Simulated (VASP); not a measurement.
Level of theory: r2SCAN+rVV10, VASP's PBE PAW potentials (set 64) (plane waves; VASP).

The input files of a VASP run:

**INCAR**
```
ALGO=Normal
BPARAM=11.95
CPARAM=0.0093
EDIFF=1E-7
EDIFFG=-0.01
ENCUT=520
IBRION=2
ISIF=4
ISMEAR=1
LASPH=.TRUE.
LCHARG=.FALSE.
LMAXMIX=4
LMIXTAU=.TRUE.
LREAL=.FALSE.
LUSE_VDW=.TRUE.
LWAVE=.FALSE.
METAGGA=R2SCAN
NELM=100
NSW=30
PREC=Accurate
SIGMA=0.1
SYSTEM=TiB2
```

File KPOINTS:
```
Automatic mesh
0
Gamma
12 12 10
0 0 0
```

POSCAR:
```
TiB2
1
    1.5118865240    -2.6186643013     0.0000000000
    1.5118865240     2.6186643013     0.0000000000
    0.0000000000     0.0000000000     3.2230896297
Ti B
1 2
Direct
  0.0000000000   0.0000000000   0.0000000000
  0.3333330000   0.6666670000   0.5000000000
  0.6666670000   0.3333330000   0.5000000000
```

POTCAR, in this order: Ti_sv B (PBE.64 set). Program: vasp_std.

Output of the run:

**OUTCAR**
```
 ion  position               nearest neighbor table
   1  0.000  0.000  0.000-   2 2.38   3 2.38   2 2.38   3 2.38   3 2.38   3 2.38   2 2.38   2 2.38
                             3 2.38   3 2.38   2 2.38   2 2.38
   2  0.333  0.667  0.500-   3 1.75   3 1.75   3 1.75   1 2.38   1 2.38   1 2.38   1 2.38   1 2.38
                             1 2.38
   3  0.667  0.333  0.500-   2 1.75   2 1.75   2 1.75   1 2.38   1 2.38   1 2.38   1 2.38   1 2.38
                             1 2.38
  LATTYP: Found a hexagonal cell.
 ALAT       =     3.0237730709
 C/A-ratio  =     1.0659165070
 Subroutine PRICEL returns:
 Original cell was already a primitive cell.
 Subroutine GETGRP returns: Found 24 space group operations
The static configuration has the point symmetry D_6h.
The dynamic configuration has the point symmetry D_6h.
 Subroutine INISYM returns: Found 24 space group operations
 Subroutine IBZKPT returns following result:
 Found    114 irreducible k-points:

 Following reciprocal coordinates:
            Coordinates               Weight
  0.000000  0.000000  0.000000      1.000000
  0.083333  0.000000  0.000000      6.000000
  0.166667  0.000000  0.000000      6.000000
  0.250000  0.000000  0.000000      6.000000
...
```

### OSZICAR
```
       N       E                     dE             d eps       ncg     rms          rms(c)
DAV:   1     0.124012785137E+03    0.12401E+03   -0.96646E+03  2964   0.162E+03
DAV:   2    -0.290219231705E+02   -0.15303E+03   -0.14915E+03  3054   0.407E+02
DAV:   3    -0.388395958715E+02   -0.98177E+01   -0.97144E+01  4304   0.985E+01
DAV:   4    -0.392139965849E+02   -0.37440E+00   -0.37381E+00  3834   0.174E+01
DAV:   5    -0.392251095075E+02   -0.11113E-01   -0.11111E-01  4300   0.269E+00    0.180E+01
DAV:   6    -0.306122695897E+02    0.86128E+01   -0.25821E+01  4108   0.732E+01    0.324E+00
DAV:   7    -0.306387229754E+02   -0.26453E-01   -0.16331E+00  3242   0.158E+01    0.299E+00
DAV:   8    -0.305704561627E+02    0.68267E-01   -0.72880E-01  3454   0.108E+01    0.137E+00
DAV:   9    -0.305509265219E+02    0.19530E-01   -0.98460E-01  3454   0.137E+01    0.124E+00
DAV:  10    -0.307062103249E+02   -0.15528E+00   -0.25123E-01  3635   0.522E+00    0.338E-01
DAV:  11    -0.307069553106E+02   -0.74499E-03   -0.63414E-03  3217   0.983E-01    0.282E-01
DAV:  12    -0.307066930615E+02    0.26225E-03   -0.82374E-04  3312   0.360E-01    0.583E-02
DAV:  13    -0.307066868840E+02    0.61775E-05   -0.17943E-03  3354   0.427E-01    0.339E-02
DAV:  14    -0.307068732990E+02   -0.18642E-03   -0.20804E-04  3777   0.200E-01    0.355E-02
DAV:  15    -0.307068885401E+02   -0.15241E-04   -0.28410E-04  3249   0.206E-01    0.237E-02
DAV:  16    -0.307069561735E+02   -0.67633E-04   -0.44998E-05  3848   0.960E-02    0.116E-02
DAV:  17    -0.307069619936E+02   -0.58201E-05   -0.91797E-06  3329   0.337E-02    0.439E-03
DAV:  18    -0.307069647234E+02   -0.27298E-05   -0.36708E-06  3447   0.269E-02    0.159E-03
DAV:  19    -0.307069641054E+02    0.61795E-06   -0.17861E-07  2607   0.575E-03    0.151E-03
DAV:  20    -0.307069631844E+02    0.92105E-06   -0.53709E-08  1527   0.289E-03    0.705E-04
DAV:  21    -0.307069632475E+02   -0.63149E-07   -0.89730E-09  1527   0.123E-03
   1 F= -.30706963E+02 E0= -.30706823E+02  d E =-.307070E+02
       N       E                     dE             d eps       ncg     rms          rms(c)
DAV:   1    -0.307070081266E+02   -0.44942E-04   -0.21689E-03  3214   0.775E-01    0.452E-02
DAV:   2    -0.307069897298E+02    0.18397E-04   -0.12195E-04  3069   0.113E-01    0.263E-02
DAV:   3    -0.307069819935E+02    0.77363E-05   -0.11302E-05  3624   0.511E-02    0.729E-03
DAV:   4    -0.307069782089E+02    0.37845E-05   -0.37948E-06  3149   0.221E-02    0.113E-03
DAV:   5    -0.307069792966E+02   -0.10877E-05   -0.98019E-07  3079   0.125E-02    0.792E-04
DAV:   6    -0.307069782976E+02    0.99901E-06   -0.25076E-07  2858   0.739E-03    0.203E-04
DAV:   7    -0.307069785926E+02   -0.29498E-06   -0.28827E-08  1562   0.256E-03    0.172E-04
DAV:   8    -0.307069784603E+02    0.13223E-06   -0.41761E-09  1502   0.944E-04    0.492E-05
DAV:   9    -0.307069784556E+02    0.47219E-08   -0.98344E-10  1512   0.403E-04
   2 F= -.30706978E+02 E0= -.30706836E+02  d E =-.152081E-04
```

OUTCAR:
```
------------------------ aborting loop because EDIFF is reached ----------------------------------------
  FORCE on cell =-STRESS in cart. coord.  units (eV):
  Direction    XX          YY          ZZ          XY          YZ          ZX
  --------------------------------------------------------------------------------------
  Total        0.0156730      0.0156730      0.0203035      0.0000000      0.0000000      0.0000000
  in kB        0.9839247      0.9839247      1.2746153      0.0000000      0.0000000      0.0000000
  external PRESSURE =       1.0808216 kB  Pullay stress =       0.0000000 kB
  volume of cell :       25.52
      direct lattice vectors                 reciprocal lattice vectors
     1.512346503 -2.619461009  0.000000000     0.330612065 -0.190878963 -0.000000000
     1.512346503  2.619461009  0.000000000     0.330612065  0.190878963 -0.000000000
     0.000000000  0.000000000  3.221129327    -0.000000000  0.000000000  0.310450124
 POSITION                                       TOTAL-FORCE (eV/Angst)
 -----------------------------------------------------------------------------------
      1.51235     -2.61946      3.22113        -0.000000      0.000000     -0.000000
      1.51235      0.87316      1.61056        -0.000000      0.000000      0.000000
      1.51235     -0.87316      1.61056         0.000000     -0.000000     -0.000000
 -----------------------------------------------------------------------------------
    total drift:                                0.000000     -0.000000     -0.000000
  FREE ENERGIE OF THE ION-ELECTRON SYSTEM (eV)
  ---------------------------------------------------
  free  energy   TOTEN  =       -30.7069784556 eV

  energy  without entropy=      -30.7065510924  energy(sigma->0) =      -30.70683600

 reached required accuracy - stopping structural energy minimisation
```
(Selected blocks of OUTCAR.)

### CONTCAR
```
TiB2
   1.00000000000000
     1.5123465031363650   -2.6194610085780448    0.0000000000000000
     1.5123465031363650    2.6194610085780448    0.0000000000000000
     0.0000000000000000    0.0000000000000000    3.2211293268788541
  Ti              B
     1     2
Direct
     1.0000000000000000    0.0000000000000000    1.0000000000000000
     0.3333330000000032    0.6666669999999968    0.5000000000000000
     0.6666669999999968    0.3333330000000032    0.5000000000000000
```

OUTCAR:
```
 val. band max:       10.1657577826   @ k =   0.0000   0.0000   0.2000

 cond. band min:      10.2161774209   @ k =   0.0833   0.0000   0.3000


 Fermi energy:        10.2141068114

 k-point     1 :       0.0000    0.0000    0.0000
  band No.  band energies     occupation
      1     -49.1678      2.00000
      2     -24.4841      2.00000
      3     -24.1553      2.00000
      4     -24.1553      2.00000
      5      -4.3183      2.00000
      6       7.4098      2.00000
      7       7.4098      2.00000
      8       7.5996      2.00000
      9       7.9895      2.00000
     10      12.2026     -0.00000
     11      12.2026     -0.00000
     12      14.0901      0.00000
     13      14.0901      0.00000

 k-point     2 :       0.0833    0.0000    0.0000
  band No.  band energies     occupation
      1     -49.1638      2.00000
      2     -24.4790      2.00000
      3     -24.1851      2.00000
      4     -24.1619      2.00000
      5      -4.1764      2.00000
      6       6.9826      2.00000
      7       7.3784      2.00000
      8       7.4964      2.00000
      9       8.0601      2.00000
     10      12.1599     -0.00000
     11      12.4352      0.00000
     12      13.5173      0.00000
     13      13.6131      0.00000

 k-point     3 :       0.1667    0.0000    0.0000
  band No.  band energies     occupation
      1     -49.1531      2.00000
      2     -24.4653      2.00000
      3     -24.2659      2.00000
      4     -24.1801      2.00000
      5      -3.7588      2.00000
      6       5.8966      2.00000
      7       7.2622      2.00000
      8       7.2720      2.00000
      9       8.2179      2.00000
     10      12.0453     -0.00000
     11      12.7235      0.00000
     12      13.0072      0.00000
     13      13.0536      0.00000

 k-point     4 :       0.2500    0.0000    0.0000
  band No.  band energies     occupation
      1     -49.1385      2.00000
      2     -24.4464      2.00000
      3     -24.3748      2.00000
...
```

The compound is TiB2 in the AlB2 type structure. This run relaxes it. Symmetry was kept, so distortions that lower it aren't found.
